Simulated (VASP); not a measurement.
Data:

```xyz
7
Lattice="4.6142 -2.1644 -0.0208 4.6142 2.1644 -0.0208 3.6152 0.0000 3.5924" Properties=species:S:1:pos:R:3 pbc="T T T"
Ca     0.0000     0.0000     0.0000
C      6.4218     1.4423     1.7754
C      6.0889    -0.7211     2.9793
C      6.7546    -0.7211     0.5715
C      6.4218    -1.4423     1.7754
C      6.7546     0.7211     0.5715
C      6.0889     0.7211     2.9793
```

Calculation: PBEsol GGA, VASP's PBE PAW potentials (set 64) (plane waves; VASP). Run with 520 eV cut-off, Gaussian smearing of 0.050 eV, potentials Ca_sv C.

Task: Give the energies of bands 12 to 20 at the high-symmetry points, in eV from the Fermi level.

Result: 
| band | Γ | T | H2 | L | S0 | F |
|---|---|---|---|---|---|---|
| 12 | -8.67 | -9.58 | -7.28 | -7.59 | -6.96 | -7.61 |
| 13 | -4.25 | -4.23 | -7.23 | -7.51 | -6.96 | -7.49 |
| 14 | -4.25 | -4.23 | -6.59 | -7.06 | -6.70 | -7.24 |
| 15 | -2.40 | -2.68 | -5.96 | -6.64 | -6.48 | -6.93 |
| 16 | -2.40 | -2.68 | -5.76 | -4.10 | -5.84 | -4.51 |
| 17 | -1.79 | -1.63 | 1.26 | -1.49 | 1.50 | 0.08 |
| 18 | -1.79 | -1.63 | 1.35 | 2.26 | 1.52 | 1.48 |
| 19 | -1.16 | 0.71 | 2.54 | 2.27 | 2.21 | 2.57 |
| 20 | 3.22 | 2.73 | 3.04 | 2.68 | 2.67 | 3.21 |

It has no gap at this level: it comes out as a metal or semimetal.

The compound is CaC6 in the sg166 structure. It was relaxed first.
